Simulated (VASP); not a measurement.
Given:

```yaml
crystal:
  lattice:
    - [6.09402, 0.00000, 0.00000]
    - [0.00000, 6.09402, 0.00000]
    - [0.00000, 0.00000, 6.09402]
  atoms:
    - { symbol: Ga, position: [0.00877, 0.99123, 0.99123] }
    - { symbol: Ga, position: [0.49123, 0.50877, 0.99123] }
    - { symbol: Ga, position: [0.49123, 0.99123, 0.50877] }
    - { symbol: Ga, position: [0.00877, 0.50877, 0.50877] }
    - { symbol: Sb, position: [0.25000, 0.25000, 0.25000] }
    - { symbol: Sb, position: [0.75000, 0.75000, 0.25000] }
    - { symbol: Sb, position: [0.75000, 0.25000, 0.75000] }
    - { symbol: As, position: [0.25000, 0.75000, 0.75000] }
```

Computed with PBE GGA, VASP's PBE PAW potentials (set 64) (plane waves; VASP). Numerical set-up: 400 eV cut-off, Gaussian smearing of 0.050 eV, potentials Ga_d Sb As.

Unless said otherwise, spin-orbit coupling is left out, though it shifts the bands of the heavy elements here.

Question: Estimate the band gap (along the path) with the smallest direct gap where there is one.

Answer: 
```json
{
  "band gap (along the path)": "none (metal, semimetal or under 0.01 eV)"
}
```

The absolute energy has meaning only against runs of the same code, potentials and settings.

The structure was generated: Ga4AsSb3 was put into an ordered model structure (P-43m), which need not be its known phase. It was relaxed first, which changed the volume by +5 %.
